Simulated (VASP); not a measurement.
VASP input:

KPOINTS:
```
Automatic
0
G
  10 10 10
```

File POSCAR:
```
NiSi2
1.0
  0.0000000000   2.6303411038   2.6303411038
  2.6303411038   0.0000000000   2.6303411038
  2.6303411038   2.6303411038   0.0000000000
Si Ni
2 1
direct
  0.2500000000   0.2500000000   0.2500000000
  0.7500000000   0.7500000000   0.7500000000
  0.0000000000   0.0000000000   0.0000000000
```

INCAR:
```
ALGO  =  Normal
EDIFF  =  1E-6
EDIFFG  =  -0.02
ENCUT  =  500
IBRION  =  2
ISIF  =  3
ISMEAR  =  1
LASPH  =  .TRUE.
LCHARG  =  .FALSE.
LMAXMIX  =  4
LREAL  =  .FALSE.
LWAVE  =  .FALSE.
NELM  =  100
NSW  =  40
PREC  =  Accurate
PSTRESS  =  100
SIGMA  =  0.1
SYSTEM  =  NiSi2
```

POTCAR, in this order: Si Ni (LDA.64 set). Program: vasp_std.

Question: Write an equivalent input for Ansatz.

Answer: One equivalent input (not run):
Ansatz 0.2 input:
```yaml
crystal:
  lattice:
    - [0.0000000, 2.6303411, 2.6303411]
    - [2.6303411, 0.0000000, 2.6303411]
    - [2.6303411, 2.6303411, 0.0000000]
  atoms:
    - { symbol: Si, position: [0.2500000, 0.2500000, 0.2500000] }
    - { symbol: Si, position: [0.7500000, 0.7500000, 0.7500000] }
    - { symbol: Ni, position: [0.0000000, 0.0000000, 0.0000000] }
kpoints:
  mp_grid: { grid: [10, 10, 10] }
hamiltonian:
  xc: lda
  pseudopotentials: { kind: paw }
scf:
  occupations: { method: methfessel_paxton, width: 0.1 }
  max_iter: 100
relax:
  max_steps: 40
  f_tol: 0.02
  cell: { p_target: 10 }
output: { forces: true, stress: true, eigenvalues: true }
```
Limits of the translation: each code has its own PAW files, so the cut-off isn't converted (ENCUT is set for VASP's; basis.ecutwfc is left out, and Ansatz then takes the one that its files recommend); Ansatz stops its SCF on the density residual and VASP on the energy change (EDIFF); Ansatz's lda is the Perdew-Wang form, while the LDA potentials of VASP carry Perdew-Zunger's.

The compound is NiSi2 in the fluorite structure. It was relaxed first under an external pressure of 10 GPa.
